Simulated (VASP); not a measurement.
OSZICAR of a VASP run on Ni$_{3}$Si (L1_2):

**OSZICAR**
```
       N       E                     dE             d eps       ncg     rms          rms(c)
DAV:   1     0.193029683488E+03    0.19303E+03   -0.15083E+04  1478   0.206E+03
DAV:   2    -0.166585876933E+02   -0.20969E+03   -0.20192E+03  1470   0.362E+02
DAV:   3    -0.271627494488E+02   -0.10504E+02   -0.10081E+02  1626   0.108E+02
DAV:   4    -0.274111701025E+02   -0.24842E+00   -0.24696E+00  1686   0.147E+01
DAV:   5    -0.274200593457E+02   -0.88892E-02   -0.88880E-02  1767   0.271E+00    0.200E+01
DAV:   6    -0.270534806062E+02    0.36658E+00   -0.54792E+01  1683   0.121E+02    0.166E+01
DAV:   7    -0.237333253705E+02    0.33202E+01   -0.15994E+01  1618   0.668E+01    0.429E+00
DAV:   8    -0.236832747602E+02    0.50051E-01   -0.66247E-01  1533   0.652E+00    0.145E+00
DAV:   9    -0.236661014714E+02    0.17173E-01   -0.32462E-02  1989   0.258E+00    0.570E-01
DAV:  10    -0.236638751515E+02    0.22263E-02   -0.31946E-03  1912   0.452E-01    0.224E-01
DAV:  11    -0.236635488254E+02    0.32633E-03   -0.65783E-04  2246   0.309E-01    0.539E-02
DAV:  12    -0.236635378481E+02    0.10977E-04   -0.97038E-05  1614   0.117E-01    0.150E-02
DAV:  13    -0.236635372109E+02    0.63721E-06   -0.69147E-06  1739   0.185E-02    0.860E-03
DAV:  14    -0.236635365881E+02    0.62280E-06   -0.53213E-07  1637   0.846E-03    0.315E-03
DAV:  15    -0.236635365751E+02    0.12971E-07   -0.18137E-07   907   0.652E-03
   1 F= -.22348200E+02 E0= -.22348659E+02  d E =-.223482E+02
```

Which electronic solver shows in the log?

It is blocked Davidson (ALGO = Normal, or the opening steps of other solvers). The INCAR had ALGO = Normal.

How was spin treated?

Without spin polarisation: there is no mag entry.

Can the final energy be trusted as converged?

The calculation finished and met its thresholds. It stopped with EDIFF = 1E-7, NELM = 100, NSW = 40 and EDIFFG = -0.01 after 1 ionic step (PBE GGA, plane waves, VASP's PBE PAW potentials (set 64)).

The compound is Ni3Si in the L1_2 structure. It was relaxed first under an external pressure of 5 GPa. The run is not spin-polarised, so no magnetic state was tried.
